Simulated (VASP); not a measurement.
A cell of AgB (relaxed from the CsCl structure, space group Pm-3m) near equilibrium:

```
AgB
1.0
    2.90136     0.00000     0.00000
    0.00000     2.90136     0.00000
    0.00000     0.00000     2.90136
Ag B
1 1
Direct
  0.00000   0.00000   0.00000
  0.50000   0.50000   0.50000
```

All values below come from r2SCAN meta-GGA, VASP's PBE PAW potentials (set 64) (plane waves; VASP).

| run | ΔE (meV/atom) | σxx | σyy | σzz | largest shear component, with its sign (GPa) | largest force (eV/Å) |
|---|---|---|---|---|---|---|
| as it is | 0.0 | 0.47 | 0.47 | 0.47 | 0.00 | 0.000 |
| after one change | 8.2 | 6.80 | 4.17 | 4.17 | 0.00 | 0.000 |
Stress is in GPa, positive when the cell is compressed.

Question: Name the change that produced these shifts.
A. uniaxial strain of -3.0 % along x
B. uniaxial strain of +4.0 % along x
C. isotropic strain of +4.0 %
D. biaxial strain of +3.0 % in the xz plane

Answer: A, uniaxial strain of -3.0 % along x

The structure was generated: AgB was put into the CsCl type (Pm-3m), which need not be its known phase.
